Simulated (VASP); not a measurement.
Given:

```xyz
2
Lattice="0.0000 2.3169 2.2210 2.2508 0.0000 2.2210 2.2508 2.3169 0.0000" Properties=species:S:1:pos:R:3 pbc="T T T"
Hf     0.0000     0.0000     0.0000
N      2.3486     2.3169     2.2210
```
Cell charge -0.5.

Computed with PBE GGA, VASP's PBE PAW potentials (set 64) (plane waves; VASP). Numerical set-up: NELECT = 15.5, 520 eV cut-off, 13×13×13 Γ-centred mesh, Gaussian smearing of 0.050 eV, potentials Hf_pv N.

The cell is charged, with a uniform compensating background.

Question: Give the force on each atom (eV/Å).

Answer: 
```json
[
 {"atom": "Hf1", "Fx": "1.093", "Fy": "0.000", "Fz": "0.000"},
 {"atom": "N2", "Fx": "-1.093", "Fy": "0.000", "Fz": "0.000"}
]
```

Question: Give the stress tensor in GPa (positive for a compressed cell).

Answer: 
```
40.41   0.00   0.00
 0.00  23.58   0.00
 0.00   0.00  44.99
```
The pressure is its mean diagonal, 36.32 GPa.

The compound is HfN in the rock salt structure. The cell was not relaxed at this level, atoms are displaced from their ideal sites. The run is one of a series of settings (ISMEAR = 0, NELECT = 15.5, SIGMA = 0.05 against the base run), some of them coarse on purpose.
